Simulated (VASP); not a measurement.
Data:

```
CELL_PARAMETERS angstrom
      0.00000     2.58671     2.58671
      2.58671     0.00000     2.58671
      2.58671     2.58671     0.00000
ATOMIC_POSITIONS crystal
  Li 0.00000 0.00000 0.00000
  Cl 0.50000 0.50000 0.50000
```

Level of theory: AM05 GGA, VASP's PBE PAW potentials (set 64) (plane waves; VASP). Run with 520 eV cut-off, 9×9×9 Γ-centred mesh, Gaussian smearing of 0.050 eV, potentials Li_sv Cl.

Question: Estimate the energy per atom (σ→0), band gap (on the k-mesh) with the smallest direct gap where there is one.

Answer: 
```json
{
  "band gap (on the k-mesh)": "6.16 eV",
  "smallest direct gap (on the k-mesh)": "6.16 eV",
  "energy per atom (σ→0)": "-3661 meV/atom"
}
```

Only differences to runs with the same potentials and settings are physical.

The compound is LiCl in the rock salt structure. This cell is one point of a volume scan, at 1.03 of the reference volume.
